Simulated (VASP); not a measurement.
Here is the system:

```
CELL_PARAMETERS angstrom
      1.56735     0.90491     6.69199
     -1.56735     0.90491     6.69199
      0.00000    -1.80982     6.69199
ATOMIC_POSITIONS crystal
  Re 0.00000 0.00000 0.00000
  Se 0.24499 0.24499 0.24499
  Se 0.75501 0.75501 0.75501
```

Method: PBEsol GGA with spin-orbit coupling, VASP's PBE PAW potentials (set 64) (plane waves; VASP). Settings: 400 eV cut-off, 10×10×10 Γ-centred mesh, Gaussian smearing of 0.050 eV, potentials Re Se.

Q: Predict the energy per atom (σ→0), band gap (over mesh and band path) with the smallest direct gap where there is one.

A: 
```
Quantity                                                              Result
----------------------------------  ----------------------------------------
band gap (over mesh and band path)  none (metal, semimetal or under 0.01 eV)
energy per atom (σ→0)                                         -7.204 eV/atom
```

The structure was generated: ReSe2 was put into the CdCl2 type (R-3m), which need not be its known phase. It was relaxed first, which changed the volume by -27 %.
